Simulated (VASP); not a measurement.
Level of theory: r2SCAN meta-GGA, VASP's PBE PAW potentials (set 64) (plane waves; VASP).

The input files of a VASP run:

### INCAR
```
SYSTEM=Rb
PREC=Accurate; ENCUT=520; LREAL=.FALSE.
LASPH=.TRUE.
EDIFF=1E-7; NELM=100; ALGO=Normal
LMAXMIX=4; LMIXTAU=.TRUE.
ISMEAR=-5
METAGGA=R2SCAN
ISIF=2
LWAVE=.FALSE.; LCHARG=.FALSE.; LORBIT=11
NEDOS=601
```

KPOINTS:
```
kpoints
0
Gamma
10 10 10
0 0 0
```

File KPOINTS_OPT:
```
k-points along high-symmetry lines
10
Line-mode
Reciprocal
  0.000000   0.000000   0.000000 ! GAMMA
  0.500000  -0.500000   0.500000 ! H

  0.500000  -0.500000   0.500000 ! H
  0.000000  -0.000000   0.500000 ! N

  0.000000  -0.000000   0.500000 ! N
  0.000000   0.000000   0.000000 ! GAMMA

  0.000000   0.000000   0.000000 ! GAMMA
  0.250000   0.250000   0.250000 ! P

  0.250000   0.250000   0.250000 ! P
  0.500000  -0.500000   0.500000 ! H

  0.250000   0.250000   0.250000 ! P
  0.000000  -0.000000   0.500000 ! N
```

### POSCAR
```
Rb
1
   -2.8766891687     2.8766891687     2.8766891687
    2.8766891687    -2.8766891687     2.8766891687
    2.8766891687     2.8766891687    -2.8766891687
Rb
1
Direct
  0.0000000000   0.0000000000   0.0000000000
```

POTCAR, in this order: Rb_sv (PBE.64 set). Program: vasp_std.

Q: What does the run give for the energy per atom (σ→0), band gap (over mesh and band path)?

A: 
```yaml
energy per atom (σ→0): -13.919 eV/atom
band gap (over mesh and band path): none (metal, semimetal or under 0.01 eV)
```

File OSZICAR:
```
...
DAV:  36    -0.139185478123E+02    0.20312E-05   -0.20015E-06   784   0.192E-02    0.245E-03
DAV:  37    -0.139185473724E+02    0.43995E-06   -0.89192E-07   784   0.122E-02    0.120E-03
DAV:  38    -0.139185474868E+02   -0.11442E-06   -0.84657E-07   848   0.141E-02    0.561E-04
DAV:  39    -0.139185470584E+02    0.42841E-06   -0.33555E-07   808   0.514E-03    0.563E-05
DAV:  40    -0.139185470662E+02   -0.78293E-08   -0.35353E-08  1008   0.216E-03
   1 F= -.13918547E+02 E0= -.13918547E+02  d E =0.000000E+00
       N       E                     dE             ncg
       N       E                     dE             ncg
```

The compound is Rb in the bcc structure. It was relaxed first, which changed the volume by +6 %.
